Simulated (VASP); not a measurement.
Consider the following.

```
CELL_PARAMETERS angstrom
     -1.65270     1.65270     1.65270
      1.65270    -1.65270     1.65270
      1.65270     1.65270    -1.65270
ATOMIC_POSITIONS crystal
  Nb 0.00000 0.00000 0.00000
```

Calculation: PBE GGA, VASP's PBE PAW potentials (set 64) (plane waves; VASP). Run with 480 eV cut-off, 14×14×14 Γ-centred mesh, first-order Methfessel-Paxton smearing of 0.10 eV, potentials Nb_sv.

Each relaxation starts from this cell; other phases were not tried.

Problem. The cell is relaxed at 15 GPa. What happens?

Solution. The volume per atom goes from 18.06 to 16.75 Å³ (-7.2 %), and the cell becomes a = b = c = 3.2237 Å, α = β = γ = 90.00°, space group Im-3m.

Problem. The cell is relaxed at 30 GPa. What happens?

Solution. The volume per atom goes from 18.06 to 15.76 Å³ (-12.7 %), and the cell becomes a = 3.1586 Å, b = 3.1586 Å, c = 3.1586 Å, α = 90.00°, β = 90.00°, γ = 90.00°, space group Im-3m.

Failed runs are left out, and for metals the shear rows, which the mesh's noise covers.

The compound is Nb in the bcc structure.
